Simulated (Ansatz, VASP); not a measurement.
# Ta16H3N in two plane-wave programs

Aim: how closely do two programs agree when they are given the same cell, functional and k mesh? The cell is taken from a series of runs on this material, whose earlier steps may have relaxed, scaled, displaced or heated it; both programs get it as it stands.

Program: Ansatz 0.2.0. Level of theory: plane waves, with VASP 6.6.1 beside it; single point at PBE. Results are calculated unless marked as measured.

### 1. The starting structure

The cell holds 20 atoms: 3 H, 1 N and 16 Ta. Cell: a = 6.620 Å, b = 5.733 Å, c = 23.602 Å, α = 90.0°, β = 90.0°, γ = 54.7°. It derives from Ta. As first built, before any earlier steps moved the atoms (in the runner's words): kind adsorbate; added NH3; site longbridge; coverage_ml 0.25; cell 2x2; faces one. Vacuum lies along c.

Structure file:

```xyz
20
Lattice="6.6200 0.0000 0.0000 3.3100 4.6810 0.0000 0.0000 0.0000 23.6016" Properties=species:S:1:pos:R:3
H     4.2737    0.0019   17.3480
H     2.8255    0.8348   17.3252
H     6.1384    3.8449   17.3252
N     3.3154    0.0002   16.9899
Ta    9.9192    4.6810   14.4164
Ta    6.6397    4.6810   14.6720
Ta    1.6558    2.3373   14.3922
Ta    4.9658    2.3437   14.3922
Ta    6.6203    2.3491   12.1601
Ta    3.3103    2.3319   12.1600
Ta    8.2762    4.6810   12.1906
Ta    4.9648    4.6810   12.1994
Ta    0.0000    0.0000    9.8405
Ta    3.3100    0.0000    9.8405
Ta    1.6550    2.3405    9.8405
Ta    4.9650    2.3405    9.8405
Ta    6.6200    2.3405    7.5000
Ta    3.3100    2.3405    7.5000
Ta    4.9650    0.0000    7.5000
Ta    1.6550    0.0000    7.5000
```

### 2. VASP: single point, PBE

With cell and atoms fixed, the geometry can't cause a difference; cores, projectors, grids and the points listed under the comparison can.

Lines of VASP's logs that name or quote its potential files are left out, and so is its time.

Input file INCAR:

```
SYSTEM = Ta16H3N
PREC = Accurate
ENCUT = 520
EDIFF = 1E-06
NELM = 120
ISMEAR = -1
SIGMA = 0.05
LREAL = .FALSE.
ALGO = Normal
GGA = PE
NBANDS = 114
LASPH = .TRUE.
LORBIT = 11
LWAVE = .FALSE.
LCHARG = .FALSE.
ISIF = 2
LDIPOL = .TRUE.
IDIPOL = 3
DIPOL = 0.5 0.5 0.517
LVHAR = .TRUE.
GGA_COMPAT = .FALSE.
NELMDL = -8
```

Input file POSCAR:

```
Ta16H3N
1.0
    6.6200000000      0.0000000000      0.0000000000
    3.3100000000      4.6810468915      0.0000000000
    0.0000000000      0.0000000000     23.6015703372
H N Ta
3 1 16
Direct
    0.6453815895      0.0003970450      0.7350359311
    0.3376401564      0.1783442488      0.7340683839
    0.5165702790      0.8213733564      0.7340683326
    0.5007983081      0.0000431189      0.7198621851
    0.9983658002      0.9999954052      0.6108220108
    0.5029747266      0.9999885124      0.6216526728
    0.0004757918      0.4993050362      0.6098003374
    0.4997814062      0.5006874815      0.6097997582
    0.7491319172      0.5018317731      0.5152223629
    0.2509691337      0.4981571165      0.5152219847
    0.7501799621      0.9999961373      0.5165160613
    0.2499716653      0.9999955506      0.5168902367
    0.0000000000      0.0000000000      0.4169435890
    0.5000000000      0.0000000000      0.4169435890
    0.0000000000      0.5000000000      0.4169435890
    0.5000000000      0.5000000000      0.4169435890
    0.7500000000      0.5000000000      0.3177754650
    0.2500000000      0.5000000000      0.3177754650
    0.7500000000      0.0000000000      0.3177754650
    0.2500000000      0.0000000000      0.3177754650
```

Input file KPOINTS:

```
Automatic mesh
0
Gamma
8 8 1
0 0 0
```

Potentials, in the order of the species: H, N and Ta_pv (PBE family, release 64).

Started as:

```
export OMP_NUM_THREADS=4
mpirun -np 1 vasp_std
```

Numbers of over 12 decimals in the logs are rounded to 6 here.

Output:

```text
[banner, memory and clock lines left out]
running    1 mpi-ranks, on    1 nodes
 distrk:  each k-point on    1 cores,    1 groups
 distr:  one band on    1 cores,    1 groups
 Offloading initialized ...    1 GPUs detected
 POSCAR found type information on POSCAR H N Ta
 POSCAR found :  3 types and      20 ions
|                                                                             |
|               ----> ADVICE to this user running VASP <----                  |
|                                                                             |
|     You have a (more or less) 'large supercell' and for larger cells it     |
|     might be more efficient to use real-space projection operators.         |
|     Therefore, try LREAL= Auto in the INCAR file.                           |
|     Mind: For very accurate calculation, you might also keep the            |
|     reciprocal projection scheme (i.e. LREAL=.FALSE.).                      |
|                                                                             |

 LDA part: xc-table for (Slater+PW92), standard interpolation
 POSCAR, INCAR and KPOINTS ok, starting setup
 FFT: planning ... GRIDC
 FFT: planning ... GRID_SOFT
 FFT: planning ... GRID
 WAVECAR not read
 entering main loop
       N       E                     dE             d eps       ncg     rms          rms(c)
DAV:   1     0.169042511208E+04    0.16904E+04   -0.10203E+05  9624   0.145E+03
DAV:   2    -0.121451769502E+03   -0.18119E+04   -0.17728E+04  8904   0.402E+02
DAV:   3    -0.213003389378E+03   -0.91552E+02   -0.87481E+02  9808   0.762E+01
DAV:   4    -0.217607226635E+03   -0.46038E+01   -0.45188E+01 10080   0.149E+01
DAV:   5    -0.217807029818E+03   -0.19980E+00   -0.19879E+00 10624   0.268E+00
DAV:   6    -0.217814162740E+03   -0.71329E-02   -0.71093E-02 10512   0.460E-01
DAV:   7    -0.217814617370E+03   -0.45463E-03   -0.45374E-03 10608   0.947E-02
DAV:   8    -0.217814646127E+03   -0.28756E-04   -0.28714E-04  9744   0.204E-02    0.518E+01
DAV:   9    -0.226035736050E+03   -0.82211E+01   -0.16013E+02 10128   0.437E+01    0.289E+01
DAV:  10    -0.227423661203E+03   -0.13879E+01   -0.25679E+02 10440   0.352E+01    0.275E+01
DAV:  11    -0.223038443514E+03    0.43852E+01   -0.16311E+02 10410   0.264E+01    0.193E+01
DAV:  12    -0.202291833375E+03    0.20747E+02   -0.84498E+01 10960   0.183E+01    0.846E+00
DAV:  13    -0.200408607808E+03    0.18832E+01   -0.19696E+01 10248   0.104E+01    0.272E+00
DAV:  14    -0.200323106540E+03    0.85501E-01   -0.20295E+00  9464   0.462E+00    0.180E+00
[...]
DAV:  30    -0.200260522377E+03   -0.47678E-04   -0.85476E-06  6704   0.837E-03    0.195E-03
DAV:  31    -0.200260535830E+03   -0.13453E-04   -0.15440E-06  6272   0.329E-03    0.146E-03
DAV:  32    -0.200260543127E+03   -0.72971E-05   -0.34601E-07  5504   0.203E-03    0.113E-03
DAV:  33    -0.200260552061E+03   -0.89346E-05   -0.65186E-07  5622   0.172E-03    0.161E-03
DAV:  34    -0.200260554395E+03   -0.23331E-05   -0.15356E-07  5512   0.957E-04    0.169E-03
DAV:  35    -0.200260556400E+03   -0.20059E-05   -0.16171E-07  5136   0.110E-03    0.114E-03
DAV:  36    -0.200260557891E+03   -0.14909E-05   -0.18848E-07  5376   0.876E-04    0.627E-04
DAV:  37    -0.200260558443E+03   -0.55127E-06   -0.75740E-08  5118   0.595E-04
   1 F= -.20026056E+03 E0= -.20016893E+03  d E =-.183253E+00
```

From OUTCAR (step 2):

```text
ion  position               nearest neighbor table
   1  0.645  0.000  0.735-   4 1.02
   2  0.338  0.178  0.734-   4 1.02
   3  0.517  0.821  0.734-   4 1.02
   4  0.501  0.000  0.720-   1 1.02   2 1.02   3 1.02   6 2.32
   5  0.998  1.000  0.611-  11 2.77  12 2.77   7 2.86   8 2.86   8 2.87   7 2.87   9 3.26  10 3.26
                             6 3.29   6 3.35
   6  0.503  1.000  0.622-   4 2.32   7 2.87   8 2.87   8 2.89   7 2.89  11 2.97  12 2.99   5 3.29
                             5 3.35   9 3.43  10 3.43
   7  0.000  0.499  0.610-  10 2.78   9 2.78   5 2.86   5 2.87   6 2.87   6 2.89  12 3.20  11 3.22
                             8 3.31   8 3.31
   8  0.500  0.501  0.610-   9 2.78  10 2.78   5 2.86   5 2.87   6 2.87   6 2.89  12 3.20  11 3.22
                             7 3.31   7 3.31
   9  0.749  0.502  0.515-   8 2.78   7 2.78  15 2.85  16 2.85  12 2.86  11 2.86  11 2.87  12 2.87
                             5 3.26  14 3.29  13 3.30  10 3.31  10 3.31   6 3.43
  10  0.251  0.498  0.515-   7 2.78   8 2.78  16 2.85  15 2.85  12 2.86  11 2.86  11 2.87  12 2.87
                             5 3.26  14 3.29  13 3.30   9 3.31   9 3.31   6 3.43
  11  0.750  1.000  0.517-   5 2.77  10 2.86   9 2.86   9 2.87  10 2.87  13 2.87  14 2.88   6 2.97
                             8 3.22   7 3.22  12 3.31  12 3.31  15 3.32  16 3.32
  12  0.250  1.000  0.517-   5 2.77  10 2.86   9 2.86   9 2.87  10 2.87  13 2.88  14 2.88   6 2.99
                             8 3.20   7 3.20  11 3.31  11 3.31  16 3.32  15 3.32
  13  0.000  0.000  0.417-  15 2.87  15 2.87  16 2.87  16 2.87  20 2.87  19 2.87  11 2.87  12 2.88
                             9 3.30  10 3.30  14 3.31  14 3.31  17 3.31  18 3.31
  14  0.500  0.000  0.417-  16 2.87  15 2.87  16 2.87  15 2.87  20 2.87  19 2.87  11 2.88  12 2.88
                            10 3.29   9 3.29  13 3.31  13 3.31  18 3.31  17 3.31
  15  0.000  0.500  0.417-   9 2.85  10 2.85  13 2.87  13 2.87  14 2.87  14 2.87  18 2.87  17 2.87
                            16 3.31  16 3.31  19 3.31  20 3.31  11 3.32  12 3.32
  16  0.500  0.500  0.417-  10 2.85   9 2.85  14 2.87  13 2.87  14 2.87  13 2.87  18 2.87  17 2.87
                            15 3.31  15 3.31  20 3.31  19 3.31  11 3.32  12 3.32
  17  0.750  0.500  0.318-  19 2.87  19 2.87  20 2.87  20 2.87  15 2.87  16 2.87  18 3.31  18 3.31
                            14 3.31  13 3.31
  18  0.250  0.500  0.318-  20 2.87  19 2.87  20 2.87  19 2.87  15 2.87  16 2.87  17 3.31  17 3.31
                            13 3.31  14 3.31
  19  0.750  0.000  0.318-  17 2.87  17 2.87  18 2.87  18 2.87  13 2.87  14 2.87  20 3.31  20 3.31
                            16 3.31  15 3.31
  20  0.250  0.000  0.318-  18 2.87  17 2.87  18 2.87  17 2.87  13 2.87  14 2.87  19 3.31  19 3.31
                            15 3.31  16 3.31

  LATTYP: Found a base centered orthorhombic cell.
 ALAT       =     6.6200000000
 B/A-ratio  =     1.4142135624
 C/A-ratio  =     3.5651918938

 Subroutine GETGRP returns: Found  1 space group operations
 (whereof  1 operations were pure point group operations)

The static configuration has the point symmetry C_1 .

 Found     34 irreducible k-points:

   k-points           NKPTS =     34   k-points in BZ     NKDIM =     34   number of bands    NBANDS=    114

   dimension x,y,z NGX =    50 NGY =   48 NGZ =  180
   dimension x,y,z NGXF=   100 NGYF=   96 NGZF=  360

   ENCUT  =  520.0 eV  38.22 Ry    6.18 a.u.  12.31 10.66 43.88*2*pi/ulx,y,z

   NELECT =     184.0000    total number of electrons

 k-points in reciprocal lattice and weights: Automatic mesh
   0.00000000  0.00000000  0.00000000       0.016
   0.12500000  0.00000000  0.00000000       0.031
   0.12500000  0.12500000  0.00000000       0.031
   0.25000000  0.00000000  0.00000000       0.031
   0.25000000  0.25000000  0.00000000       0.031
   0.37500000  0.00000000  0.00000000       0.031
   0.37500000  0.37500000  0.00000000       0.031
   0.50000000  0.00000000  0.00000000       0.016
   0.50000000  0.50000000  0.00000000       0.016
[...]
-0.12500000  0.50000000  0.00000000       0.031
   0.00000000  0.50000000  0.00000000       0.016

 dipolmoment           0.000000      0.000000     -0.387022 electrons x Angstroem

 average (electrostatic) potential at core
       1 -40.6939       2 -40.7070       3 -40.7071       4 -70.8214       5 -41.9898
       6 -42.3013       7 -42.0583       8 -42.0583       9 -41.6236      10 -41.6236
      11 -41.7255      12 -41.7442      13 -41.7309      14 -41.7695      15 -41.7003
      16 -41.7002      17 -42.1396      18 -42.1396      19 -42.1333      20 -42.1321

 E-fermi :   0.2991

 k-point     1 :       0.0000    0.0000    0.0000
  band No.  band energies     occupation
    ...
     84      -0.0036      1.99531
     85       0.0049      1.99444
     86       0.1636      1.87513
     87       0.1786      1.83516
     88       0.2141      1.69112
     89       0.4338      0.12653
     90       0.4627      0.07303
     91       0.6103      0.00396
     92       0.7105      0.00053
     93       0.8608      0.00003
    ...

 k-point     2 :       0.1250    0.0000    0.0000
  band No.  band energies     occupation
    ...
     85      -0.0533      1.99826
     86       0.0061      1.99431
     87       0.0705      1.97954
     88       0.2378      1.54592
     89       0.3148      0.84438
     90       0.3855      0.30162
     91       0.4925      0.04093
     92       0.6922      0.00077
     93       0.8648      0.00002
     94       1.1018      0.00000
    ...

 k-point     3 :       0.1250    0.1250    0.0000
  band No.  band energies     occupation
    ...
     85      -0.0533      1.99826
     86       0.0061      1.99431
     87       0.0705      1.97954
     88       0.2378      1.54591
     89       0.3148      0.84435
     90       0.3855      0.30164
     91       0.4925      0.04093
     92       0.6922      0.00077
     93       0.8648      0.00002
     94       1.1018      0.00000
    ...

  Total      -10.4267878    -11.7646282     -3.7911226     -0.0001840     -0.0000622     -0.0225985
  in kB      -22.8412167    -25.7719280     -8.3049407     -0.0004030     -0.0001363     -0.0495049
  external PRESSURE =     -18.9726952 kB  Pullay stress =       0.0000000 kB

  energy-cutoff  :      520.00
  volume of cell :      731.38
      direct lattice vectors                 reciprocal lattice vectors
     6.620000000  0.000000000  0.000000000     0.151057402 -0.106813713  0.000000000
     3.310000000  4.681046892  0.000000000     0.000000000  0.213627426  0.000000000
     0.000000000  0.000000000 23.601570337     0.000000000  0.000000000  0.042370062

 POSITION                                       TOTAL-FORCE (eV/Angst)
 -----------------------------------------------------------------------------------
      4.27374      0.00186     17.34800         0.024808      0.000078     -0.020272
      2.82550      0.83484     17.32517        -0.011524     -0.020340     -0.011301
      6.13844      3.84489     17.32517        -0.011601      0.020239     -0.011177
      3.31543      0.00020     16.98988        -0.005275      0.000016      0.052073
      9.91917      4.68103     14.41636         0.010153      0.000125      0.035345
      6.63965      4.68099     14.67198        -0.015591      0.000037     -0.042035
      1.65585      2.33727     14.39225         0.000985     -0.004388      0.033001
      4.96583      2.34374     14.39223         0.001096      0.004338      0.033081
      6.62032      2.34910     12.16006         0.003486      0.005228      0.028864
      3.31032      2.33190     12.16005         0.003753     -0.004949      0.028881
      8.27618      4.68103     12.19059         0.031324     -0.000144      0.011610
      4.96480      4.68103     12.19942        -0.033659     -0.000115     -0.002675
      0.00000      0.00000      9.84052         0.010456     -0.000042     -0.572300
      3.31000      0.00000      9.84052        -0.000539     -0.000033     -0.339758
      1.65500      2.34052      9.84052        -0.001796     -0.001964     -0.487734
      4.96500      2.34052      9.84052        -0.001808      0.001912     -0.487740
      6.62000      2.34052      7.50000        -0.000492      0.033876      0.429826
      3.31000      2.34052      7.50000        -0.000492     -0.033880      0.429834
      4.96500      0.00000      7.50000         0.054912      0.000002      0.449378
      1.65500      0.00000      7.50000        -0.058195      0.000003      0.443100
 -----------------------------------------------------------------------------------
    total drift:                               -0.000003      0.000054      0.000520

  FREE ENERGIE OF THE ION-ELECTRON SYSTEM (eV)
  ---------------------------------------------------
  free  energy   TOTEN  =      -200.2605584426 eV

  energy  without entropy=     -200.0773051897  energy(sigma->0) =     -200.16893182

 vacuum level on the upper side and lower side of the slab         2.870         5.129

 total charge
# of ion       s       p       d       tot
------------------------------------------
    1        0.630   0.083   0.000   0.713
    2        0.628   0.082   0.000   0.711
    3        0.628   0.082   0.000   0.711
    4        1.234   2.744   0.000   3.979
    5        0.379   6.099   2.398   8.876
    6        0.355   6.103   2.336   8.794
    7        0.383   6.111   2.372   8.865
    8        0.383   6.111   2.372   8.865
    9        0.375   6.179   2.403   8.957
   10        0.375   6.179   2.403   8.957
   11        0.370   6.179   2.365   8.915
   12        0.370   6.180   2.359   8.908
   13        0.369   6.178   2.352   8.899
   14        0.368   6.180   2.343   8.892
   15        0.368   6.178   2.362   8.909
   16        0.368   6.178   2.362   8.909
   17        0.375   6.088   2.359   8.822
   18        0.375   6.088   2.359   8.822
   19        0.375   6.088   2.359   8.823
   20        0.375   6.088   2.359   8.823
--------------------------------------------------
tot          9.084 101.200  37.863 148.147

[... 3 further parts left out ...]
```

(Continued in part 2 of 2.)

[Lines on the potential files, build, host, timing and source positions are cut from VASP's logs without a mark.]

[Logs are printed without paths, hosts, clocks, repeated set-up lines and the standing remarks that a program may print on its own settings, such as how far it seeks lower states.]

[Hosts, paths, dates, database ids (printed as entryN), source tags and the programs' standing remarks are cut or masked in the printed files.]
